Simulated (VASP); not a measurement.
Input of a VASP 6.6.1 run:

Contents of INCAR:

```
SYSTEM = CS2
PREC = Accurate
ENCUT = 520
EDIFF = 1E-7
ISMEAR = -1
SIGMA = 0.02
LREAL = Auto
LASPH = .True.
NELM = 100
ALGO = Fast
ISIF = 2
LWAVE = .False.
LCHARG = .True.
GGA = PE
IVDW = 12
LELF = .True.
LVHAR = .True.
NBANDS = 82
```

KPOINTS

```
Automatic mesh
0
Gamma
  1 1 1
  0 0 0
```

POSCAR

```
CS2
1.0
    9.2831780000      0.0000000000      0.0000000000
    0.0000000000      9.2831780000      0.0000000000
    0.0000000000      0.0000000000      9.2831780000
S C
16 8
Direct
    0.1800461006      0.8734185642      0.4331921676
    0.0695451493      0.9848566946      0.1175136360
    0.7648027432      0.7622066495      1.0097404143
    1.0431341508      0.6853041060      0.8412097667
    0.4755483521      0.3155708099     -0.0215335740
    0.5520846417      0.5073585791      0.2504745681
    0.1832885247      0.3626559784      0.2143770161
   -0.1031435571      0.4035902360      0.0501121491
    0.8453678255      0.1692092945      0.7202167189
    0.8957492790      0.1976155149      0.3711875394
    0.6617776800      0.5712052489      0.6454147491
    0.3696040300      0.4576557726      0.5412155191
    0.3803654309      0.6888050622     -0.0692219841
    0.4784352945      0.9125430968      0.1566273964
    0.4581405204      0.1034344058      0.5129170204
    0.2094433609      0.1128492850      0.7446587796
    0.1288998229      0.9177352842      0.2672252972
    0.9130386167      0.7355670655      0.9545653439
    0.5102239772      0.4225600328      0.1126015250
    0.0371424527      0.4009725980      0.1427205209
    0.8888227717      0.1453489312      0.5370359159
    0.5164179767      0.5079079600      0.6030154760
    0.4170339080      0.8078160302      0.0444136695
    0.3245978909      0.1235783694      0.6076475104
```

Potentials or basis: VASP PAW PBE potentials, release 64 (S, C).

Launch:

```sh
$ cat potpaw_PBE.64/S/POTCAR potpaw_PBE.64/C/POTCAR > POTCAR
$ mpirun -np 1 vasp_gam > vasp.out
```

Task: What does it give for the band gap on the k mesh?

Result: 2.33 eV, direct.

Task: Predict the largest force.

Result: 7.074 eV/Å.

Task: Predict the pressure.

Result: -1.8 GPa.

Stress tensor (GPa, compression positive):
```
 0.50  0.58  0.20
 0.58 -0.47  0.37
 0.20  0.37 -5.46
```

A hybrid or GW would open this gap; PBE tends to underestimate it.
